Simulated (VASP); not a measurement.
## Ti (relaxed from the fcc structure, space group Fm-3m): computed properties

All values below come from r2SCAN meta-GGA, VASP's PBE PAW potentials (set 64) (plane waves; VASP).

```yaml
space_group: Fm-3m (225)
cell: a = b = c = 4.110 Å, α = β = γ = 90.00°
volume_per_atom: 17.36 Å^3/atom
band gap (over mesh and band path): none (metal, semimetal or under 0.01 eV)
band_gap_with_spin_orbit_coupling: none (metallic)
density: 4.58 g/cm³
```

Ti is taken in the cubic space group Fm-3m (No. 225), the fcc (Cu type) structure, Pearson symbol cF4. Lattice parameters: a = 4.1099 Å, b = 4.1099 Å, c = 4.1099 Å, α = 90.00°, β = 90.00°, γ = 90.00°. Ti on 4a is coordinated by 12 Ti at 2.906 Å (cuboctahedral). (Neighbours: up to the widest gap in distance over summed covalent radii, below 1.35, at either atom.)
(The calculation used a cell of 1 atom; values per cell refer to that cell.)

The structure was generated: Ti was put into the fcc type (Fm-3m), which need not be its known phase. It was relaxed first. Symmetry was kept, so distortions that lower it aren't found.
